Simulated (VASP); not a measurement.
Calculation: PBE GGA, VASP's PBE PAW potentials (set 64) (plane waves; VASP 6.6.1).

VASP ran on this input.

File POSCAR:
```
BP
1
    0.0000000000     2.2700000000     2.2700000000
    2.2700000000     0.0000000000     2.2700000000
    2.2700000000     2.2700000000     0.0000000000
B P
1 1
Direct
  0.0000000000   0.0000000000   0.0000000000
  0.2500000000   0.2500000000   0.2500000000
```

File KPOINTS:
```
Automatic mesh
0
Gamma
9 9 9
0 0 0
```

### INCAR
```
# general
SYSTEM = BP
PREC   = Accurate
ENCUT  = 520
LREAL  = F
LASPH  = T
NELECT = 8.5

# electronic loop
EDIFF  = 1E-6
NELM   = 100
ALGO   = Normal

# smearing
ISMEAR = 0
SIGMA  = 0.05

# functional
GGA    = PE

# ions
ISIF   = 2

# output
LWAVE  = F
LCHARG = F
```

POTCAR, in this order: B P (PBE.64 set). Program: vasp_std.

The resulting files:

### OSZICAR
```
       N       E                     dE             d eps       ncg     rms          rms(c)
DAV:   1     0.158172036866E+02    0.15817E+02   -0.41677E+03   560   0.924E+02
DAV:   2    -0.870764624645E+01   -0.24525E+02   -0.23716E+02   808   0.118E+02
DAV:   3    -0.901741780384E+01   -0.30977E+00   -0.30865E+00   720   0.168E+01
DAV:   4    -0.901805352532E+01   -0.63572E-03   -0.63572E-03   856   0.760E-01
DAV:   5    -0.901805400356E+01   -0.47824E-06   -0.47839E-06   720   0.154E-02    0.767E+00
DAV:   6    -0.830132371973E+01    0.71673E+00   -0.19448E+00   648   0.823E+00    0.419E+00
DAV:   7    -0.820764662343E+01    0.93677E-01   -0.26633E-01   848   0.327E+00    0.143E+00
DAV:   8    -0.819887859676E+01    0.87680E-02   -0.25656E-02   616   0.112E+00    0.193E-01
DAV:   9    -0.819899684241E+01   -0.11825E-03   -0.30965E-04   792   0.184E-01    0.113E-01
DAV:  10    -0.819904419385E+01   -0.47351E-04   -0.20588E-04   648   0.109E-01    0.412E-02
DAV:  11    -0.819904563618E+01   -0.14423E-05   -0.54944E-06   896   0.183E-02    0.282E-02
DAV:  12    -0.819904599512E+01   -0.35894E-06   -0.27493E-06   560   0.119E-02
   1 F= -.81990460E+01 E0= -.81985577E+01  d E =-.976609E-03
```

OUTCAR:
```
------------------------ aborting loop because EDIFF is reached ----------------------------------------
  FORCE on cell =-STRESS in cart. coord.  units (eV):
  Direction    XX          YY          ZZ          XY          YZ          ZX
  --------------------------------------------------------------------------------------
  Total        5.6568451      5.6568451      5.6568451     -0.0000000      0.0000000      0.0000000
  in kB      387.4157732    387.4157732    387.4157732     -0.0000000      0.0000000      0.0000000
  external PRESSURE =     387.4157732 kB  Pullay stress =       0.0000000 kB
  volume of cell :       23.39
      direct lattice vectors                 reciprocal lattice vectors
     0.000000000  2.270000000  2.270000000    -0.220264317  0.220264317  0.220264317
     2.270000000  0.000000000  2.270000000     0.220264317 -0.220264317  0.220264317
     2.270000000  2.270000000  0.000000000     0.220264317  0.220264317 -0.220264317
  FREE ENERGIE OF THE ION-ELECTRON SYSTEM (eV)
  ---------------------------------------------------
  free  energy   TOTEN  =        -8.1990459951 eV

  energy  without entropy=       -8.1980693860  energy(sigma->0) =       -8.19855769
```
(Selected blocks of OUTCAR.)

**OUTCAR**
```
 val. band max:        9.8324935159   @ k =  -0.4444   0.4444   0.0000

 cond. band min:       9.8960348174   @ k =   0.4444   0.3333   0.1111


 Fermi energy:         9.8649420099

 k-point     1 :       0.0000    0.0000    0.0000
  band No.  band energies     occupation
      1      -8.2606      2.00000
      2       7.2597      2.00000
      3       7.2597      2.00000
      4       7.2597      2.00000
      5      10.6078      0.00000
      6      10.6078      0.00000
      7      10.6078      0.00000
      8      14.5705      0.00000

 k-point     2 :       0.1111    0.0000    0.0000
  band No.  band energies     occupation
      1      -8.0373      2.00000
      2       5.6973      2.00000
      3       6.9025      2.00000
      4       6.9025      2.00000
      5      11.0839      0.00000
      6      11.1010      0.00000
      7      11.1010      0.00000
      8      15.2061      0.00000

 k-point     3 :       0.2222    0.0000    0.0000
  band No.  band energies     occupation
      1      -7.3781      2.00000
      2       3.0373      2.00000
      3       6.2767      2.00000
      4       6.2767      2.00000
      5      11.2061      0.00000
      6      11.8592      0.00000
      7      11.8592      0.00000
      8      16.4874      0.00000

 k-point     4 :       0.3333    0.0000    0.0000
  band No.  band energies     occupation
      1      -6.3342      2.00000
      2       0.4698      2.00000
      3       5.7827      2.00000
      4       5.7827      2.00000
      5      11.0704      0.00000
      6      12.0480      0.00000
      7      12.0480      0.00000
      8      17.1775      0.00000

 k-point     5 :       0.4444    0.0000    0.0000
  band No.  band energies     occupation
      1      -5.1639      2.00000
      2      -1.4982      2.00000
      3       5.5262      2.00000
      4       5.5262      2.00000
      5      10.9658      0.00000
      6      11.9146      0.00000
      7      11.9146      0.00000
...
```

The cell is charged, with a uniform compensating background.

The compound is BP in the zinc blende structure. The cell was not relaxed at this level. The run is one of a series of settings (NELECT = 8.5 against the base run), some of them coarse on purpose.
